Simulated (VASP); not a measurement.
**A VASP study of CO2 (PBEsol): structure first, properties next**

Aim: relax CO2, then compute properties on the relaxed cell. The steps: first try, full relaxation (PBEsol), second relaxation, single point with fields (PBEsol), bands along the symmetry lines (PBEsol), total and projected DOS (PBEsol), vibrations at Γ (PBEsol), volume scan with PBEsol, fit for PBEsol and self-consistent run (PBEsol) with a changed input. The start is a computed cell from the Materials Project.

Method: PBEsol; plane waves and PAW (C, O), in VASP 6.6.1.

### 1. Set-up

Before any relaxation, the start is as follows. The structure is tetragonal, space group I-42d (No. 122). Conventional cell: a = 3.949 Å, b = 3.949 Å, c = 6.028 Å, α = 90.00°, β = 90.00°, γ = 90.00°. Nearest to C lie 4 O at 1.40 Å. Nearest to O lie 2 C at 1.40 Å. Farther neighbours and most contacts between anions are not listed.

Coordinates:

```
C O
1.0
    -1.97473    1.97473    3.01406
     1.97473   -1.97473    3.01406
     1.97473    1.97473   -3.01406
C O
2 4
Direct
  0.75000 0.25000 0.50000
  0.00000 0.00000 0.00000
  0.70980 0.12500 0.08480
  0.04020 0.62500 0.91520
  0.37500 0.29020 0.41520
  0.87500 0.95980 0.58480
```

### 2. First try

This run is made with a changed input; what comes of it follows.

INCAR reads:

```
SYSTEM = CO2
PREC = Accurate
ENCUT = 520
EDIFF = 1E-06
NELM = 5
ISMEAR = 0
SIGMA = 0.05
LREAL = .FALSE.
ALGO = Normal
GGA = PS
NBANDS = 22
LORBIT = 11
LWAVE = .FALSE.
LCHARG = .FALSE.
KPAR = 4
IBRION = 2
NSW = 30
ISIF = 3
EDIFFG = -0.01
```

POSCAR reads:

```
CO2
1.0
   -1.9747270000      1.9747270000      3.0140580000
    1.9747270000     -1.9747270000      3.0140580000
    1.9747270000      1.9747270000     -3.0140580000
C O
2 4
Direct
    0.7500000000      0.2500000000      0.5000000000
    0.0000000000      0.0000000000      0.0000000000
    0.7097980000      0.1250000000      0.0847980000
    0.0402020000      0.6250000000      0.9152020000
    0.3750000000      0.2902020000      0.4152020000
    0.8750000000      0.9597980000      0.5847980000
```

KPOINTS reads:

```
Automatic mesh
0
Gamma
8 8 8
0 0 0
```

PAW data sets: C and O (PBE family, release 64).

On the command line:

```bash
> mpirun -np 4 vasp_std
```

The program printed:

```text
[banner, memory and clock lines left out]
running    4 mpi-ranks, on    1 nodes
[...]
|                                                                             |
|               ----> ADVICE to this user running VASP <----                  |
|                                                                             |
|     You enforced a specific xc type in the INCAR file but a different       |
|     [... a line on the potential file left out ...]
|     I HOPE YOU KNOW WHAT YOU ARE DOING!                                     |
|                                                                             |

 LDA part: xc-table for (Slater+PW92), standard interpolation
 POSCAR, INCAR and KPOINTS ok, starting setup
[...]
entering main loop
       N       E                     dE             d eps       ncg     rms          rms(c)
DAV:   1     0.162976415987E+03    0.16298E+03   -0.18796E+04  2596   0.144E+03
DAV:   2    -0.415059106704E+02   -0.20448E+03   -0.19835E+03  3498   0.318E+02
DAV:   3    -0.488530978518E+02   -0.73472E+01   -0.73178E+01  3298   0.620E+01
DAV:   4    -0.489187028918E+02   -0.65605E-01   -0.65539E-01  3180   0.663E+00
DAV:   5    -0.489197472845E+02   -0.10444E-02   -0.10440E-02  3274   0.802E-01
|                                                                             |
|           W    W    AA    RRRRR   N    N  II  N    N   GGGG   !!!           |
|           W    W   A  A   R    R  NN   N  II  NN   N  G    G  !!!           |
|           W    W  A    A  R    R  N N  N  II  N N  N  G       !!!           |
|           W WW W  AAAAAA  RRRRR   N  N N  II  N  N N  G  GGG   !            |
|           WW  WW  A    A  R   R   N   NN  II  N   NN  G    G                |
|           W    W  A    A  R    R  N    N  II  N    N   GGGG   !!!           |
|                                                                             |
|     The electronic self-consistency was not achieved in the given           |
|     number of steps (NELM). The forces and other quantities evaluated       |
|     might not be reliable so examine the results carefully. If you find     |
|     spurious results, we suggest increasing NELM, if you were close to      |
|     convergence or switching to a different ALGO or adjusting the           |
|     density mixing parameters otherwise.                                    |
|                                                                             |

   1 F= -.48919747E+02 E0= -.48919747E+02  d E =-.489197E+02
[...]
|     The electronic self-consistency was not achieved in the given           |
[... from here on, the cycles between the ionic steps are left out ...]
   2 F= -.26285448E+02 E0= -.26285448E+02  d E =0.226343E+02
[...]
|     The electronic self-consistency was not achieved in the given           |
   3 F= -.40051135E+02 E0= -.40051135E+02  d E =0.886861E+01
   4 F= -.43259135E+02 E0= -.43259135E+02  d E =0.566061E+01
   5 F= -.45192154E+02 E0= -.45192154E+02  d E =0.372759E+01
   6 F= -.45790533E+02 E0= -.45790533E+02  d E =0.312921E+01
   7 F= -.45973724E+02 E0= -.45973724E+02  d E =0.294602E+01
   8 F= -.46032485E+02 E0= -.46032485E+02  d E =0.288726E+01
   9 F= -.46053114E+02 E0= -.46053114E+02  d E =0.286663E+01
  10 F= -.46061170E+02 E0= -.46061170E+02  d E =0.285858E+01
  11 F= -.46064624E+02 E0= -.46064624E+02  d E =0.285512E+01
  12 F= -.46066206E+02 E0= -.46066206E+02  d E =0.285354E+01
  13 F= -.46066961E+02 E0= -.46066961E+02  d E =0.285279E+01
  14 F= -.46067330E+02 E0= -.46067330E+02  d E =0.285242E+01
  15 F= -.46067512E+02 E0= -.46067512E+02  d E =0.285224E+01
  16 F= -.46067602E+02 E0= -.46067602E+02  d E =0.285215E+01
  17 F= -.46067647E+02 E0= -.46067647E+02  d E =0.285210E+01
  18 F= -.46067669E+02 E0= -.46067669E+02  d E =0.285208E+01
  19 F= -.46067681E+02 E0= -.46067681E+02  d E =0.285207E+01
  20 F= -.46075470E+02 E0= -.46075470E+02  d E =-.778955E-02
  21 F= -.46078232E+02 E0= -.46078232E+02  d E =-.105517E-01
  22 F= -.46083401E+02 E0= -.46083401E+02  d E =-.516886E-02
  23 F= -.46084480E+02 E0= -.46084480E+02  d E =-.624748E-02
[...]
reached required accuracy - stopping structural energy minimisation
```

Elapsed: 1.9 min, on 4 MPI ranks of AMD EPYC 9R14 (Zen 4), shared host; peak memory 0.75 GiB.

The logs omit lines about the potential files and the build; timing stands in the text.

Parts of OUTCAR (step 2):

```text
 k-point     1 :       0.0000    0.0000    0.0000
  band No.  band energies     occupation
    ...
     12       1.0724      2.00000
     13       1.0724      2.00000
     14       1.4308      2.00000
     15       1.4308      2.00000
     16       1.8927      2.00000
     17       9.8810      0.00000
     18      11.6586      0.00000
     19      11.6910      0.00000
     20      11.6910      0.00000
     21      14.6013      0.00000
    ...

  Total       -0.0265862     -0.0265862      0.0166233      0.0000000      0.0000000      0.0000000
  in kB       -0.9281995     -0.9281995      0.5803655      0.0000000      0.0000000      0.0000000
  external PRESSURE =      -0.4253445 kB  Pullay stress =       0.0000000 kB

 POSITION                                       TOTAL-FORCE (eV/Angst)
 -----------------------------------------------------------------------------------
      0.00000      1.96578      1.48444        -0.000000      0.000000      0.000000
      0.00000      0.00000      0.00000        -0.000000      0.000000      0.000000
     -0.98289      1.30991      2.22666        -0.000000     -0.008391     -0.000000
      2.94868      0.65588     -0.74222        -0.000000      0.008391      0.000000
      0.65588      0.98289      0.74222         0.008391      0.000000      0.000000
      1.30991      0.98289      3.71111        -0.008391      0.000000     -0.000000
 -----------------------------------------------------------------------------------
    total drift:                               -0.000001     -0.000001     -0.000003

  FREE ENERGIE OF THE ION-ELECTRON SYSTEM (eV)
  ---------------------------------------------------
  free  energy   TOTEN  =       -46.0844798768 eV

  energy  without entropy=      -46.0844798768  energy(sigma->0) =      -46.08447988

 reached required accuracy - stopping structural energy minimisation

[... 19 further parts left out ...]
[key lines of the parts left out:]
E-fermi :   2.5651
```

EDIFF was not reached within NELM cycles, so the run counts as unconverged.

The fault in the input: too few electronic steps (NELM = "5"). Raise NELM, or leave it at its default of 60.

### 3. Full relaxation (PBEsol)

The start need not lie at this functional's minimum. ISIF = 3 frees volume, shape and positions, and EDIFFG sets the threshold on forces and stress at which the search stops.

Changes to INCAR since step 2:

```diff
@@ -4,3 +4,3 @@
 EDIFF = 1E-06
-NELM = 5
+NELM = 100
 ISMEAR = 0
@@ -16,3 +16,3 @@
 IBRION = 2
-NSW = 30
+NSW = 60
 ISIF = 3
```

POSCAR is that of step 2.

KPOINTS is that of step 2.

On the command line:

```bash
> mpirun -np 4 vasp_std
```

The program printed:

```text
[banner, memory and clock lines left out]
running    4 mpi-ranks, on    1 nodes
 distrk:  each k-point on    1 cores,    4 groups
 distr:  one band on    1 cores,    1 groups

 POSCAR found type information on POSCAR C O
 POSCAR found :  2 types and       6 ions
 [... a notice as in an earlier step ...]

 LDA part: xc-table for (Slater+PW92), standard interpolation
 POSCAR, INCAR and KPOINTS ok, starting setup
 FFT: planning ... GRIDC
 FFT: planning ... GRID_SOFT
 FFT: planning ... GRID
 WAVECAR not read
 entering main loop
       N       E                     dE             d eps       ncg     rms          rms(c)
[... 4 cycles as in an earlier step ...]
DAV:   5    -0.489197472845E+02   -0.10444E-02   -0.10440E-02  3274   0.802E-01    0.125E+01
DAV:   6    -0.461514865423E+02    0.27683E+01   -0.79719E+00  3190   0.217E+01    0.516E+00
DAV:   7    -0.460961804014E+02    0.55306E-01   -0.63744E-01  3172   0.605E+00    0.281E+00
DAV:   8    -0.460686959623E+02    0.27484E-01   -0.75627E-02  3130   0.258E+00    0.473E-01
DAV:   9    -0.460663682052E+02    0.23278E-02   -0.18429E-02  3268   0.108E+00    0.185E-01
DAV:  10    -0.460663255729E+02    0.42632E-04   -0.17371E-03  3142   0.351E-01    0.615E-02
DAV:  11    -0.460662964126E+02    0.29160E-04   -0.22030E-04  3256   0.112E-01    0.194E-02
DAV:  12    -0.460663017297E+02   -0.53171E-05   -0.16570E-05  3094   0.326E-02    0.460E-03
DAV:  13    -0.460663018876E+02   -0.15787E-06   -0.25642E-06  2628   0.119E-02
   1 F= -.46066302E+02 E0= -.46066302E+02  d E =-.460663E+02
 curvature:   0.00 expect dE= 0.000E+00 dE for cont linesearch  0.000E+00
 trial: gam= 0.00000 g(F)=  0.319E-02 g(S)=  0.536E-01 ort = 0.000E+00 (trialstep = 0.100E+01)
 search vector abs. value=  0.568E-01
 bond charge predicted
       N       E                     dE             d eps       ncg     rms          rms(c)
DAV:   1    -0.462086251120E+02   -0.14232E+00   -0.52111E+00  3112   0.195E+01    0.284E+00
DAV:   2    -0.460757331935E+02    0.13289E+00   -0.34681E-01  2938   0.468E+00    0.927E-01
DAV:   3    -0.460621956332E+02    0.13538E-01   -0.51881E-02  3226   0.154E+00    0.250E-01
DAV:   4    -0.460605675961E+02    0.16280E-02   -0.32547E-03  3240   0.493E-01    0.950E-02
DAV:   5    -0.460604422378E+02    0.12536E-03   -0.53595E-04  3136   0.189E-01    0.285E-02
DAV:   6    -0.460604424520E+02   -0.21416E-06   -0.66623E-05  3178   0.680E-02    0.857E-03
DAV:   7    -0.460604454124E+02   -0.29604E-05   -0.16301E-06  2258   0.118E-02    0.320E-03
DAV:   8    -0.460604459123E+02   -0.49991E-06   -0.27839E-07  1724   0.411E-03
   2 F= -.46060446E+02 E0= -.46060446E+02  d E =0.585598E-02
[...]
3 F= -.46079529E+02 E0= -.46079529E+02  d E =-.132269E-01
[...]
4 F= -.46083737E+02 E0= -.46083737E+02  d E =-.420843E-02
 trial-energy change:   -0.004208  1 .order   -0.004180   -0.006001   -0.002358
 step:   1.4280(harm=  1.4689)  dis= 0.00972  next Energy=   -46.084453 (dE=-0.492E-02)
 bond charge predicted
       N       E                     dE             d eps       ncg     rms          rms(c)
DAV:   1    -0.460868671502E+02   -0.31308E-02   -0.37748E-01  2596   0.483E+00    0.405E-01
DAV:   2    -0.460848776783E+02    0.19895E-02   -0.11340E-02  3292   0.819E-01    0.141E-01
DAV:   3    -0.460845739799E+02    0.30370E-03   -0.66370E-04  3238   0.195E-01    0.580E-02
DAV:   4    -0.460845258958E+02    0.48084E-04   -0.13644E-04  3232   0.961E-02    0.124E-02
DAV:   5    -0.460845266300E+02   -0.73427E-06   -0.11016E-05  3136   0.269E-02    0.534E-03
DAV:   6    -0.460845271811E+02   -0.55102E-06   -0.75237E-07  1970   0.725E-03
   5 F= -.46084527E+02 E0= -.46084527E+02  d E =-.499835E-02
 curvature:  -0.81 expect dE=-0.115E-04 dE for cont linesearch -0.504E-05
 trial: gam=-0.02504 g(F)=  0.860E-05 g(S)=  0.559E-05 ort = 0.216E-03 (trialstep = 0.999E+00)
 search vector abs. value=  0.810E-05
 reached required accuracy - stopping structural energy minimisation
```

It took 49 s on 4 MPI ranks; peak memory 0.71 GiB.

From OUTCAR (step 3):

```text
 Found     59 irreducible k-points:

   NELECT =      32.0000    total number of electrons

 E-fermi :   2.5729

 k-point     1 :       0.0000    0.0000    0.0000
  band No.  band energies     occupation
    ...
     12       1.0761      2.00000
     13       1.0761      2.00000
     14       1.4376      2.00000
     15       1.4376      2.00000
     16       1.8961      2.00000
     17       9.8862      0.00000
     18      11.6629      0.00000
     19      11.6927      0.00000
     20      11.6927      0.00000
     21      14.6049      0.00000
    ...

 k-point     2 :       0.1250   -0.0000    0.0000
  band No.  band energies     occupation
    ...
     12       0.8839      2.00000
     13       1.1001      2.00000
     14       1.2699      2.00000
     15       1.4614      2.00000
     16       1.7783      2.00000
     17      10.0710      0.00000
     18      11.6676      0.00000
     19      11.6921      0.00000
     20      12.0117      0.00000
     21      14.4012      0.00000
    ...

  Total       -0.0182859     -0.0182859     -0.0051958      0.0000000      0.0000000      0.0000000
  in kB       -0.6386330     -0.6386330     -0.1814623      0.0000000      0.0000000      0.0000000
  external PRESSURE =      -0.4862428 kB  Pullay stress =       0.0000000 kB

  energy-cutoff  :      520.00
  volume of cell :       45.88
      direct lattice vectors                 reciprocal lattice vectors
    -1.964811021  1.964811021  2.970807579     0.000000000  0.254477400  0.168304404
     1.964811021 -1.964811021  2.970807579     0.254477400  0.000000000  0.168304404
     1.964811021  1.964811021 -2.970807579     0.254477400  0.254477400  0.000000000

 POSITION                                       TOTAL-FORCE (eV/Angst)
 -----------------------------------------------------------------------------------
      0.00000      1.96481      1.48540        -0.000000      0.000000      0.000000
      0.00000     -0.00000      0.00000         0.000000     -0.000000      0.000000
     -0.98241      1.30871      2.22811         0.000000     -0.006675     -0.000000
      2.94722      0.65610     -0.74270         0.000000      0.006675      0.000000
      0.65610      0.98241      0.74270         0.006675      0.000000      0.000000
      1.30871      0.98241      3.71351        -0.006675      0.000000     -0.000000
 -----------------------------------------------------------------------------------
    total drift:                               -0.000001     -0.000001     -0.000002

  FREE ENERGIE OF THE ION-ELECTRON SYSTEM (eV)
  ---------------------------------------------------
  free  energy   TOTEN  =       -46.0845271811 eV

  energy  without entropy=      -46.0845271811  energy(sigma->0) =      -46.08452718

 total charge
# of ion       s       p       d       tot
------------------------------------------
    1        0.788   1.571   0.000   2.359
    2        0.788   1.571   0.000   2.359
    3        1.562   3.616   0.000   5.178
    4        1.562   3.616   0.000   5.178
    5        1.562   3.616   0.000   5.178
    6        1.562   3.616   0.000   5.178
--------------------------------------------------
tot          7.823  17.607   0.000  25.430

[... 9 parts as in an earlier step ...]

[... 5 further parts left out ...]
```

CONTCAR:

```
CO2
   1.00000000000000
    -1.9648110210158440    1.9648110210158440    2.9708075793619719
     1.9648110210158440   -1.9648110210158440    2.9708075793619719
     1.9648110210158440    1.9648110210158440   -2.9708075793619719
  C               O
     2     4
Direct
     0.7500000000000000    0.2500000000000000    0.5000000000000000
     0.0000000000000000    0.0000000000000000    0.0000000000000000
     0.7080362586339639    0.1250000000000000    0.0830362586339639
     0.0419637413660361    0.6250000000000000    0.9169637413660361
     0.3750000000000000    0.2919637413660361    0.4169637413660361
     0.8750000000000000    0.9580362586339639    0.5830362586339639
```

The gap is read on the k-mesh alone, so it is an upper bound where the band edges lie off the mesh, and a coarse mesh can show a gap where there is none. The PAW data sets were made with PBE, which is usual practice but a small mismatch for other functionals. The run keeps the 8 symmetry operations of its start, so it cannot find a distortion of lower symmetry.

Relaxation path:

| step | energy less that of the first step (eV) | largest force (eV/Å) | pressure (GPa) | volume (Å³) |
| --- | --- | --- | --- | --- |
| 1 | 0.0000 | 0.1287 | -5.02 | 47.01 |
| 2 | 0.0059 | 0.5146 | 5.95 | 45.36 |
| 3 | -0.0132 | 0.1558 | -0.24 | 46.25 |
| 4 | -0.0174 | 0.0631 | -0.11 | 46.02 |
| 5 | -0.0182 | 0.0067 | -0.05 | 45.88 |

| conventional cell, symmetrised | before | after | change |
| --- | --- | --- | --- |
| a (Å) | 3.949 | 3.930 | -0.5 % |
| b (Å) | 3.949 | 3.930 | -0.5 % |
| c (Å) | 6.028 | 5.942 | -1.4 % |
| volume (Å³/atom) | 7.84 | 7.65 | -2.4 % |

The relaxed structure:

```
C O
1.0
    -1.96481    1.96481    2.97081
     1.96481   -1.96481    2.97081
     1.96481    1.96481   -2.97081
C O
2 4
Direct
  0.75000 0.25000 0.50000
  0.00000 0.00000 0.00000
  0.70804 0.12500 0.08304
  0.04196 0.62500 0.91696
  0.37500 0.29196 0.41696
  0.87500 0.95804 0.58304
```

This step gave:

| Item | Value |
| --- | --- |
| electrons | 32 |
| bands | 22 |
| irreducible k-points | 59 |
| symmetry operations | 8 |
| free energy (TOTEN) | -46.08 eV |
| Fermi energy | 2.573 eV |
| pressure | -0.04862 GPa |
| metallic, judged on the points sampled | no |
| valence top at k | 0.5, 0, 0 |
| conduction bottom at k | 0, 0, 0 |
| least direct gap at k | 0, 0, 0 |
| SCF cycles over all ionic steps | 40 |
| gap on the k-mesh | 7.539 eV |
| least direct gap on the k-mesh | 7.990 eV |

It ends with a largest force of 0.007 eV/Å and a pressure of -0.05 GPa.

(Continued in part 2 of 7.)

[Lines on the potential files, build, host, timing and source positions are cut from VASP's logs without a mark.]

[Logs are printed without paths, hosts, clocks, repeated set-up lines and the standing remarks that a program may print on its own settings, such as how far it seeks lower states.]

[Hosts, paths, dates, database ids (printed as entryN), source tags and the programs' standing remarks are cut or masked in the printed files.]

[A measured line is paired with the nearest computed mode of its activity, which favours agreement.]

[In band tables of VASP the shares of atoms and orbitals are scaled to a sum of 1 inside the atoms' spheres.]
